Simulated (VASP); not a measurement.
# RbMg3 (Pmm2) in VASP: equation of state

How stiff is RbMg3 in PBE, and what volume does it want? The cell is scaled to several volumes.

Everything below comes from runs of VASP 6.6.1. Logs are shortened: lines on timing, memory, paths and dates and some standing lists are left out, and cuts for length are marked.

### Step 1. Starting point

Symmetry: Pmm2, No. 25, orthorhombic system. Conventional cell: a = 3.332 Å, b = 5.220 Å, c = 7.971 Å, α = 90.00°, β = 90.00°, γ = 90.00°. Around Rb (site symmetry mm2) lie 2 Rb at 3.33 Å. Around Mg (site symmetry mm2) lie 8 Mg at 3.14 to 3.33 Å. Mg (site symmetry mm2) has 6 Mg at 3.11 to 3.33 Å as nearest neighbours. Mg (site symmetry mm2) has 8 Mg at 3.11 to 3.33 Å as nearest neighbours.

The cell comes from a database or a generator and needn't be the stable form of this composition.

### Step 2. Equation of state, PBE, 32.58 Å³/atom (volume scaled by 0.94)

Input file INCAR:

```
PREC = Accurate
ENCUT = 520
EDIFF = 1E-7
ISMEAR = -1
SIGMA = 0.05
LREAL = False
LASPH = True
NELM = 100
ALGO = Normal
ISIF = 2
LWAVE = False
LCHARG = False
GGA = PE
NBANDS = 16
```

Input file KPOINTS:

```
Automatic mesh
0
Gamma
  8 5 4
```

Input file POSCAR:

```
RbMg3
1.0
    3.2644462176      0.0000000000      0.0000000000
    0.0000000000      5.1132651212      0.0000000000
    0.0000000000      0.0000000000      7.8083298519
Rb Mg
1 3
Direct
    0.0000000000      0.0000000000      0.1333790000
    0.0000000000      0.5000000000      0.7736860000
    0.5000000000      0.5000000000      0.4398730000
    0.5000000000      0.0000000000      0.6530620000
```

Potentials or basis: VASP PAW PBE potentials, release 64 (Rb_sv, Mg).

On the command line:

```bash
cat potpaw_PBE.64/Rb_sv/POTCAR potpaw_PBE.64/Mg/POTCAR > POTCAR
mpirun -np 1 vasp_std > vasp.out
```

OUTCAR:

```text
PREC = Accurate
   ENCUT = 520
   EDIFF = 1E-7
   ISMEAR = -1
   LREAL = False
   LASPH = True
   NELM = 100
   ISIF = 2
   GGA = PE

 Found     45 irreducible k-points:

 Following reciprocal coordinates:
            Coordinates               Weight
  0.000000  0.000000  0.000000      1.000000
  0.125000  0.000000  0.000000      2.000000
  0.250000  0.000000  0.000000      2.000000
  0.375000  0.000000  0.000000      2.000000
  0.500000  0.000000  0.000000      1.000000
  0.000000  0.200000  0.000000      2.000000
   k-points           NKPTS =     45   k-points in BZ     NKDIM =     45   number of bands    NBANDS=     16
   number of dos      NEDOS =    301   number of ions     NIONS =      4
   total plane-waves  NPLWV =  57600
   dimension x,y,z NGX =    24 NGY =   40 NGZ =   60
   dimension x,y,z NGXF=    48 NGYF=   80 NGZF=  120
   ions per type =               1   3
   NGX,Y,Z   is equivalent  to a cutoff of  12.22, 13.01, 12.77 a.u.
   NGXF,Y,Z  is equivalent  to a cutoff of  24.44, 26.01, 25.55 a.u.
 SYSTEM =  unknown system
   PREC   = accura    normal or accurate (medium, high low for compatibility)
   ISTART =      0    job   : 0-new  1-cont  2-samecut
   ICHARG =      2    charge: 1-file 2-atom 10-const
   ISPIN  =      1    spin polarized calculation?
   LNONCOLLINEAR =      F non collinear calculations
   LSORBIT =      F    spin-orbit coupling
   LASPH  =      T    aspherical Exc in radial PAW
   ENCUT  =  520.0 eV  38.22 Ry    6.18 a.u.   6.07  9.51 14.52*2*pi/ulx,y,z
   NELM   =    100;   NELMIN=  2; NELMDL= -5     # of ELM steps
   EDIFF  = 0.1E-06   stopping-criterion for ELM
   LREAL  =      F    real-space projection
   EDIFFG = 0.1E-05   stopping-criterion for IOM
   NSW    =      0    number of steps for IOM
   IBRION =     -1    ionic relax: 0-MD 1-quasi-New 2-CG
   NFREE  =      0    steps in history (QN), initial steepest desc. (CG)
   ISIF   =      2    stress and relaxation
   ISYM   =      2    0-nonsym 1-usesym 2-fastsym
   POTIM  = 0.5000    time-step for ionic-motion
   TEBEG  =    0.0;   TEEND  =   0.0 temperature during run
   PSTRESS=    0.0 pullay stress
   NELECT =      15.0000    total number of electrons
   NUPDOWN=      -1.0000    fix difference up-down
   EMIN   =  10.00;   EMAX   =-10.00  energy-range for DOS
   EFERMI =   0.00;   METHOD = LEGACY
   ISMEAR =    -1;   SIGMA  =   0.05  broadening in eV -4-tet -1-fermi 0-gaus
   EFERMI_NEDOS =   21; number of points for ismear=-14 and -15
   IALGO  =     38    algorithm
   IMIX   =      4    mixing-type and parameters
     AMIX     =   0.40;   BMIX     =  1.00
     AMIX_MAG =   1.60;   BMIX_MAG =  1.00
  volume/ion in A,a.u.               =      32.58       219.89
  Fermi-wavevector in a.u.,A,eV,Ry     =   0.796312  1.504811  8.627628  0.634113
  Thomas-Fermi vector in A             =   1.902810
   LORBIT       =      0    0 simple, 1 ext, 2 COOP (PROOUT), +10 PAW based schemes
   GGA     = PE    functional components
   LHFCALC =     F    Hartree Fock is set to
   AEXX    =    0.0000 exact exchange contribution
   IVDW    =     0    specifies the selected vdW correction
   LEPSILON=     F    determine dielectric tensor
   LRPA    =     F    only Hartree local field effects (RPA)
 non-spin polarized calculation
  energy-cutoff  :      520.00
  volume of cell :      130.34
 maximum number of plane-waves:      3540
   NGX = 13   NGY = 19   NGZ = 29

 number of electron      15.0000000 magnetization

 Free energy of the ion-electron system (eV)
  ---------------------------------------------------
  ext. energy  EPLUGINS =         0.00000000
  ---------------------------------------------------
  free energy    TOTEN  =        -4.48354431 eV

  energy without entropy =       -4.46430059  energy(sigma->0) =       -4.47392245

 E-fermi :   1.6041     XC(G=0):  -7.6568

 val. band max:        1.5913317372   @ k =   0.5000   0.0000   0.5000
 cond. band min:       1.6425662976   @ k =   0.5000   0.4000   0.5000
 fundamental gap:      0.0512345603
 Fermi energy:         1.6040731417

 k-point     1 :       0.0000    0.0000    0.0000
  band No.  band energies     occupation
      1     -26.9605      2.00000
      2     -11.0306      2.00000
      3     -11.0177      2.00000
      4     -10.2636      2.00000
      5      -4.1736      2.00000
      6      -0.9533      2.00000
      7       0.0612      2.00000
      8       1.1671      1.99968
      9       1.8482      0.01503
     10       3.2687      0.00000
     11       4.3689      0.00000
     12       4.6239      0.00000
     13       5.1385      0.00000
     14       6.5474      0.00000
     15       7.1387      0.00000
     16       8.4304      0.00000

 k-point     2 :       0.1250    0.0000    0.0000
  band No.  band energies     occupation
      1     -26.9283      2.00000
      2     -10.9894      2.00000
      3     -10.9792      2.00000
      4     -10.5660      2.00000
      5      -3.9491      2.00000
      6      -0.7617      2.00000
      7       0.3134      2.00000
      8       1.3614      1.98453
      9       2.0716      0.00017
     10       3.4677      0.00000
     11       4.6660      0.00000
     12       4.9409      0.00000
     13       5.3691      0.00000
     14       6.3296      0.00000
     15       6.3592      0.00000
     16       7.0869      0.00000

 k-point     3 :       0.2500    0.0000    0.0000
  band No.  band energies     occupation
      1     -26.8490      2.00000
      2     -11.2276      2.00000
      3     -10.8873      2.00000
      4     -10.8840      2.00000
      5      -3.2850      2.00000
      6      -0.2020      2.00000
      7       1.0106      1.99999
      8       1.9380      0.00251
      9       2.6525      0.00000
     10       3.4565      0.00000
     11       4.0511      0.00000
     12       5.0586      0.00000
     13       5.6990      0.00000
     14       5.7858      0.00000
     15       5.9528      0.00000
     16       6.5723      0.00000

 k-point     4 :       0.3750    0.0000    0.0000
  band No.  band energies     occupation
      1     -26.7674      2.00000
      2     -11.8173      2.00000
      3     -10.7855      2.00000
      4     -10.7815      2.00000
      5      -2.1974      2.00000
      6       0.6723      2.00000
      7       1.1797      1.99959
      8       2.0943      0.00011
      9       2.8538      0.00000
     10       3.2853      0.00000
     11       4.1718      0.00000
     12       4.7214      0.00000
     13       5.2589      0.00000
     14       5.3501      0.00000
     15       6.4150      0.00000
     16       6.4712      0.00000

 k-point     5 :       0.5000    0.0000    0.0000
  band No.  band energies     occupation
      1     -26.7329      2.00000
      2     -12.0455      2.00000
      3     -10.7436      2.00000
      4     -10.7365      2.00000
      5      -0.8128      2.00000
      6      -0.5793      2.00000
      7       1.4646      1.88421
      8       2.4790      0.00000
      9       3.3419      0.00000
     10       3.6219      0.00000
     11       3.7402      0.00000
     12       4.6830      0.00000
     13       5.1003      0.00000
     14       5.3997      0.00000
     15       5.4183      0.00000
     16       6.1781      0.00000

 k-point     6 :       0.0000    0.2000    0.0000
  band No.  band energies     occupation
      1     -26.9601      2.00000
      2     -11.0410      2.00000
      3     -11.0269      2.00000
      4     -10.2630      2.00000
      5      -3.9435      2.00000
      6      -0.8594      2.00000
      7      -0.4405      2.00000
      8       0.3828      2.00000
      9       2.2412      0.00001
     10       3.6340      0.00000
     11       4.1526      0.00000
     12       5.2364      0.00000
     13       5.9943      0.00000
     14       6.3601      0.00000
     15       6.6905      0.00000
     16       8.9668      0.00000

 [... further k-points ...]
[... 5 lines left out ...]
  --------------------------------------------------------------------------------------
  -------------------------------------------------------------------------------------
  Total        1.4637601      0.5114287      0.6880495      0.0000000      0.0000000      0.0000000
  in kB       17.9934526      6.2868006      8.4579336      0.0000000      0.0000000      0.0000000
  external PRESSURE =      10.9127289 kB  Pullay stress =       0.0000000 kB

 VOLUME and BASIS-vectors are now :
 -----------------------------------------------------------------------------
  energy-cutoff  :      520.00
  volume of cell :      130.34
      direct lattice vectors                 reciprocal lattice vectors
     3.264446218  0.000000000  0.000000000     0.306330671  0.000000000  0.000000000
     0.000000000  5.113265121  0.000000000     0.000000000  0.195569754  0.000000000
     0.000000000  0.000000000  7.808329852     0.000000000  0.000000000  0.128068360

 POSITION                                       TOTAL-FORCE (eV/Angst)
 -----------------------------------------------------------------------------------
      0.00000      0.00000      1.04147         0.000000      0.000000     -0.002568
      0.00000      2.55663      6.04120         0.000000      0.000000     -0.005944
      1.63222      2.55663      3.43467         0.000000      0.000000     -0.007151
      1.63222      0.00000      5.09932         0.000000      0.000000      0.015663
 -----------------------------------------------------------------------------------
    total drift:                                0.000000      0.000000      0.000047

  FREE ENERGIE OF THE ION-ELECTRON SYSTEM (eV)
  ---------------------------------------------------
  free  energy   TOTEN  =        -4.4835443149 eV

  energy  without entropy=       -4.4643005906  energy(sigma->0) =       -4.47392245
```

Wall time 36 s (1 thread of Intel Xeon 6975P-C (Granite Rapids), shared host); peak memory 0.28 GiB.

Results:

- Free energy: -4.4835 eV
- Pressure: 1.1 GPa
- Largest force: 0.016 eV/Å
- Band gap on the k mesh: none (metal or under the smearing width)

### Step 3. Equation of state, PBE, 33.28 Å³/atom (volume scaled by 0.96)

Input file INCAR:

```
PREC     = Accurate       # precision mode
ENCUT    = 520            # plane-wave cutoff, eV
EDIFF    = 1E-7           # SCF threshold, eV
ISMEAR   = -1             # smearing method
SIGMA    = 0.05           # smearing width, eV
LREAL    = False          # projectors in reciprocal space
LASPH    = True           # aspherical terms in the spheres
NELM     = 80             # most SCF steps
ALGO     = Normal         # electronic algorithm
ISIF     = 2              # what is computed and relaxed
LWAVE    = False          # write WAVECAR
LCHARG   = False          # write CHGCAR
GGA      = PE             # functional
NBANDS   = 16             # bands
```

KPOINTS is that of step 2.

Input file POSCAR:

```
RbMg3
1.0
    3.2874360330      0.0000000000      0.0000000000
    0.0000000000      5.1492752169      0.0000000000
    0.0000000000      0.0000000000      7.8633199020
Rb Mg
1 3
Direct
    0.0000000000      0.0000000000      0.1333790000
    0.0000000000      0.5000000000      0.7736860000
    0.5000000000      0.5000000000      0.4398730000
    0.5000000000      0.0000000000      0.6530620000
```

Potentials or basis: VASP PAW PBE potentials, release 64 (Rb_sv, Mg).

On the command line:

```bash
cat potpaw_PBE.64/Rb_sv/POTCAR potpaw_PBE.64/Mg/POTCAR > POTCAR
mpirun -np 1 vasp_std > vasp.out
```

Wall time 37 s (1 thread of Intel Xeon 6975P-C (Granite Rapids), shared host); peak memory 0.27 GiB.

Results (log left out):

* Free energy: -4.4987 eV
* Pressure: 0.7 GPa
* Largest force: 0.048 eV/Å
* Band gap on the k mesh: none (metal or under the smearing width)

### Step 4. Equation of state, PBE, 33.97 Å³/atom (volume scaled by 0.98)

Input file INCAR:

```
ALGO = Normal
EDIFF = 1E-7
ENCUT = 520
GGA = PE
ISIF = 2
ISMEAR = -1
LASPH = True
LCHARG = False
LREAL = False
LWAVE = False
NBANDS = 16
NELM = 80
PREC = Accurate
SIGMA = 0.05
```

Input file KPOINTS:

```
k-points
0
Gamma
  8 5 4
```

Input file POSCAR:

```
RbMg3
1.0
    3.3101087221      0.0000000000      0.0000000000
    0.0000000000      5.1847885820      0.0000000000
    0.0000000000      0.0000000000      7.9175514082
Rb Mg
1 3
Direct
    0.0000000000      0.0000000000      0.1333790000
    0.0000000000      0.5000000000      0.7736860000
    0.5000000000      0.5000000000      0.4398730000
    0.5000000000      0.0000000000      0.6530620000
```

On the command line:

```bash
cat potpaw_PBE.64/Rb_sv/POTCAR potpaw_PBE.64/Mg/POTCAR > POTCAR
mpirun -np 1 vasp_std > vasp.out
```

Run time: 43 s. Hardware: 1 thread of Intel Xeon 6975P-C (Granite Rapids), shared host; peak memory 0.29 GiB.

It converged, with:

| Property | Result |
| --- | --- |
| Free energy | -4.5069 eV |
| Pressure | 0.3 GPa |
| Largest force | 0.085 eV/Å |
| Band gap on the k mesh | none (metal or under the smearing width) |

### Step 5. Equation of state, PBE, 35.36 Å³/atom (volume scaled by 1.02)

Input file INCAR:

```
SYSTEM = RbMg3
PREC = Accurate
ENCUT = 520
EDIFF = 1E-7
ISMEAR = -1
SIGMA = 0.05
LREAL = .FALSE.
LASPH = .TRUE.
NELM = 80
ALGO = Normal
ISIF = 2
LWAVE = .FALSE.
LCHARG = .FALSE.
GGA = PE
NBANDS = 16
```

Input file KPOINTS:

```
Automatic mesh
0
G
  8 5 4
  0 0 0
```

Input file POSCAR:

```
RbMg3
1.0
    3.3545450140      0.0000000000      0.0000000000
    0.0000000000      5.2543913651      0.0000000000
    0.0000000000      0.0000000000      8.0238399490
Rb Mg
1 3
Direct
    0.0000000000      0.0000000000      0.1333790000
    0.0000000000      0.5000000000      0.7736860000
    0.5000000000      0.5000000000      0.4398730000
    0.5000000000      0.0000000000      0.6530620000
```

On the command line:

```bash
cat potpaw_PBE.64/Rb_sv/POTCAR potpaw_PBE.64/Mg/POTCAR > POTCAR
mpirun -np 1 vasp_std > vasp.out
```

It took 40 s on 1 thread of Intel Xeon 6975P-C (Granite Rapids), shared host; peak memory 0.29 GiB.

Results (log left out):

| Item | Value |
| --- | --- |
| Free energy | -4.5048 eV |
| Pressure | -0.4 GPa |
| Largest force | 0.149 eV/Å |
| Band gap on the k mesh | none (metal or under the smearing width) |

### Step 6. Equation of state, PBE, 36.05 Å³/atom (volume scaled by 1.04)

Input file INCAR:

```
PREC = Accurate
ENCUT = 520
EDIFF = 1E-7
ISMEAR = -1
SIGMA = 0.05
LREAL = False
LASPH = True
NELM = 60
ALGO = Normal
ISIF = 2
LWAVE = False
LCHARG = False
GGA = PE
NBANDS = 16
```

Input file KPOINTS:

```
Automatic mesh
0
Gamma
  8 5 4
```

Input file POSCAR:

```
RbMg3
1.0
    3.3763283842      0.0000000000      0.0000000000
    0.0000000000      5.2885117456      0.0000000000
    0.0000000000      0.0000000000      8.0759442658
Rb Mg
1 3
Direct
    0.0000000000      0.0000000000      0.1333790000
    0.0000000000      0.5000000000      0.7736860000
    0.5000000000      0.5000000000      0.4398730000
    0.5000000000      0.0000000000      0.6530620000
```

Potentials or basis: VASP PAW PBE potentials, release 64 (Rb_sv, Mg).

On the command line:

```bash
cat potpaw_PBE.64/Rb_sv/POTCAR potpaw_PBE.64/Mg/POTCAR > POTCAR
mpirun -np 1 vasp_std > vasp.out
```

Wall time 49 s (1 thread of Intel Xeon 6975P-C (Granite Rapids), shared host); peak memory 0.29 GiB.

It converged, with:

| Item | Value |
| --- | --- |
| Free energy | -4.4959 eV |
| Pressure | -0.7 GPa |
| Largest force | 0.176 eV/Å |
| Band gap on the k mesh | none (metal or under the smearing width) |

### Step 7. Equation of state, PBE, 36.74 Å³/atom (volume scaled by 1.06)

Input file INCAR:

```
SYSTEM = RbMg3
PREC = Accurate
ENCUT = 520
EDIFF = 1E-7
ISMEAR = -1
SIGMA = 0.05
LREAL = .FALSE.
LASPH = .TRUE.
NELM = 100
ALGO = Normal
ISIF = 2
LWAVE = .FALSE.
LCHARG = .FALSE.
GGA = PE
NBANDS = 16
```

Input file KPOINTS:

```
regular mesh
0
G
  8 5 4
  0 0 0
```

Input file POSCAR:

```
RbMg3
1.0
    3.3978342404      0.0000000000      0.0000000000
    0.0000000000      5.3221974420      0.0000000000
    0.0000000000      0.0000000000      8.1273847882
Rb Mg
1 3
Direct
    0.0000000000      0.0000000000      0.1333790000
    0.0000000000      0.5000000000      0.7736860000
    0.5000000000      0.5000000000      0.4398730000
    0.5000000000      0.0000000000      0.6530620000
```

Potentials or basis: VASP PAW PBE potentials, release 64 (Rb_sv, Mg).

On the command line:

```bash
cat potpaw_PBE.64/Rb_sv/POTCAR potpaw_PBE.64/Mg/POTCAR > POTCAR
mpirun -np 1 vasp_std > vasp.out
```

OUTCAR:

```text
SYSTEM = RbMg3
   PREC = Accurate
   ENCUT = 520
   EDIFF = 1E-7
   ISMEAR = -1
   LREAL = .FALSE.
   LASPH = .TRUE.
   NELM = 100
   ISIF = 2
   GGA = PE

 Found     45 irreducible k-points:

 Following reciprocal coordinates:
            Coordinates               Weight
  0.000000  0.000000  0.000000      1.000000
  0.125000  0.000000  0.000000      2.000000
  0.250000  0.000000  0.000000      2.000000
  0.375000  0.000000  0.000000      2.000000
[... 178 lines left out ...]
      6      -1.2294      2.00000
[... 8 lines left out ...]
     15       5.8864      0.00000
     16       7.9251      0.00000

 [... further k-points ...]
[... 5 lines left out ...]
  --------------------------------------------------------------------------------------
  -------------------------------------------------------------------------------------
  Total       -0.1182026     -1.4630793     -0.9273140      0.0000000      0.0000000      0.0000000
  in kB       -1.2885270    -15.9490365    -10.1086557      0.0000000      0.0000000      0.0000000
  external PRESSURE =      -9.1154064 kB  Pullay stress =       0.0000000 kB

 VOLUME and BASIS-vectors are now :
 -----------------------------------------------------------------------------
  energy-cutoff  :      520.00
  volume of cell :      146.98
      direct lattice vectors                 reciprocal lattice vectors
     3.397834240  0.000000000  0.000000000     0.294305116  0.000000000  0.000000000
     0.000000000  5.322197442  0.000000000     0.000000000  0.187892315  0.000000000
     0.000000000  0.000000000  8.127384788     0.000000000  0.000000000  0.123040809

 POSITION                                       TOTAL-FORCE (eV/Angst)
 -----------------------------------------------------------------------------------
      0.00000      0.00000      1.08402         0.000000      0.000000      0.011386
      0.00000      2.66110      6.28804         0.000000      0.000000     -0.201074
      1.69892      2.66110      3.57502         0.000000      0.000000      0.180297
      1.69892      0.00000      5.30769         0.000000      0.000000      0.009390
 -----------------------------------------------------------------------------------
    total drift:                               -0.000000     -0.000000     -0.000066

  FREE ENERGIE OF THE ION-ELECTRON SYSTEM (eV)
  ---------------------------------------------------
  free  energy   TOTEN  =        -4.4822673310 eV

  energy  without entropy=       -4.4636557125  energy(sigma->0) =       -4.47296152
```

It took 40 s on 1 thread of Intel Xeon 6975P-C (Granite Rapids), shared host; peak memory 0.28 GiB.

What came out:

* Free energy: -4.4823 eV
* Pressure: -0.9 GPa
* Largest force: 0.201 eV/Å
* Band gap on the k mesh: none (metal or under the smearing width)

### Step 8. Equation of state, PBE

Potentials or basis: VASP PAW PBE potentials, release 64 (Rb_sv, Mg).

No new run: the results of the series are fitted here.

What came out:

```
Equilibrium volume                        : 34.53 Å³/atom
Bulk modulus at fixed shape and positions : 16.7 GPa
Pressure derivative of the bulk modulus   : 4.2
```

Energy against volume, from the lowest point:
```csv
volume (Å³/atom),energy (meV/atom)
32.584,6.29
33.277,2.50
33.971,0.46
34.664,0.00
35.357,0.97
36.051,3.21
36.744,6.61
```

Caveat: the cell was scaled at fixed shape and fractional positions, which overstates the stiffness of a crystal with free parameters, most of all of layers and chains.
